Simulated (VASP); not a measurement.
VASP input:

POSCAR:
```
P
1
    1.6550000000    -5.2400000000    -0.0000000000
    1.6550000000     5.2400000000     0.0000000000
    0.0000000000     0.0000000000     4.3800000000
P
4
Direct
  0.1017000000   0.8983000000   0.9194000000
  0.3983000000   0.6017000000   0.4194000000
  0.6017000000   0.3983000000   0.5806000000
  0.8983000000   0.1017000000   0.0806000000
```

INCAR:
```
SYSTEM = P
PREC = Accurate
ENCUT = 400
EDIFF = 1E-6
NELM = 100
ALGO = Normal
LREAL = .FALSE.
LASPH = .TRUE.
ISMEAR = 0
SIGMA = 0.05
GGA = PE
LWAVE = .FALSE.
LCHARG = .FALSE.
ISIF = 2
```

File KPOINTS:
```
Automatic mesh
0
Gamma
6 6 5
0 0 0
```

POTCAR, in this order: P (PBE.64 set). Program: vasp_gam.

Question: What happens when VASP runs on this input?

Answer: There is a fault: the Γ-only program was given a k-mesh. VASP stops with an error: You are using the Gamma-point-only version with more than one k-point or some other non-Gamma k-point. ----> I REFUSE TO CONTINUE WITH THIS SICK JOB ... BYE!!! <----

### standard output
```
 POSCAR found type information on POSCAR P
 POSCAR found :  1 types and       4 ions
 Reading from existing POTCAR
 Reading from existing POTCAR
 LDA part: xc-table for (Slater+PW92), standard interpolation

 -----------------------------------------------------------------------------
|                                                                             |
|     EEEEEEE  RRRRRR   RRRRRR   OOOOOOO  RRRRRR      ###     ###     ###     |
|     E        R     R  R     R  O     O  R     R     ###     ###     ###     |
|     E        R     R  R     R  O     O  R     R     ###     ###     ###     |
|     EEEEE    RRRRRR   RRRRRR   O     O  RRRRRR       #       #       #      |
|     E        R   R    R   R    O     O  R   R                               |
|     E        R    R   R    R   O     O  R    R      ###     ###     ###     |
|     EEEEEEE  R     R  R     R  OOOOOOO  R     R     ###     ###     ###     |
|                                                                             |
|     You are using the Gamma-point-only version with more than one           |
|     k-point or some other non-Gamma k-point.                                |
|                                                                             |
|       ---->  I REFUSE TO CONTINUE WITH THIS SICK JOB ... BYE!!! <----       |
|                                                                             |
 -----------------------------------------------------------------------------
```

To mend it, run vasp_std.

The mended run (PBE GGA, plane waves, VASP's PBE PAW potentials (set 64)) converges, and its OSZICAR ends with
```
   1 F= -.21457108E+02 E0= -.21457058E+02  d E =-.995744E-04
```

The compound is P in the black structure. The cell was not relaxed at this level.
